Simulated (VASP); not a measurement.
Data:

```xyz
1
Lattice="0.0000 2.0442 2.0442 2.0442 0.0000 2.0442 2.0442 2.0442 0.0000" Properties=species:S:1:pos:R:3 pbc="T T T"
Au     0.0000     0.0000     0.0000
```

The numbers are results of SCAN meta-GGA, VASP's PBE PAW potentials (set 64) (plane waves; VASP), not measurements. Settings: 520 eV cut-off, 17×17×17 Γ-centred mesh, tetrahedra with Blöchl corrections, potentials Au.

### Question
Give the energies of bands 1 to 7 at the high-symmetry points, in eV from the Fermi level.

### Answer

```csv
band,Γ,X,U,L,W
1,-10.27,-7.33,-6.71,-7.62,-6.19
2,-4.88,-7.00,-6.05,-4.94,-5.36
3,-4.88,-2.17,-3.99,-4.94,-5.36
4,-4.88,-1.72,-3.07,-2.08,-3.52
5,-3.37,-1.72,-2.18,-2.08,-1.72
6,-3.37,1.00,3.82,-0.96,4.67
7,15.41,5.77,4.79,3.05,6.48
```

It has no gap at this level: it comes out as a metal or semimetal.

The compound is Au in the fcc structure. It was relaxed first.
